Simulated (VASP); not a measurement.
Input:

```
BaZrO3
1.0
    4.21110     0.00000     0.00000
    0.00000     4.21110     0.00000
    0.00000     0.00000     4.21110
Ba Zr O
1 1 3
Direct
  0.00000   0.00000   0.00000
  0.50000   0.50000   0.50000
  0.50000   0.00000   0.50000
  0.00000   0.50000   0.50000
  0.50000   0.50000   0.00000
```

Level of theory: optB86b-vdW, VASP's PBE PAW potentials (set 64) (plane waves; VASP). Numerical set-up: 520 eV cut-off, 6×6×6 Γ-centred mesh, tetrahedra with Blöchl corrections, potentials Ba_sv Zr_sv O.

The cores are frozen, which limits the accuracy of field gradients.

Q: Give the principal components of the electric field gradient (V/Å²) and the asymmetry η at each nucleus.

A: 
```json
[
 {"atom": "Ba1", "Vxx": "0.0", "Vyy": "0.0", "Vzz": "0.0", "η": "-"},
 {"atom": "Zr2", "Vxx": "0.0", "Vyy": "0.0", "Vzz": "0.0", "η": "-"},
 {"atom": "O3", "Vxx": "7.6", "Vyy": "7.6", "Vzz": "-15.2", "η": "0.00"},
 {"atom": "O4", "Vxx": "7.6", "Vyy": "7.6", "Vzz": "-15.2", "η": "0.00"},
 {"atom": "O5", "Vxx": "7.6", "Vyy": "7.6", "Vzz": "-15.2", "η": "0.00"}
]
```

The compound is BaZrO3 in the cubic perovskite structure. It was relaxed first.
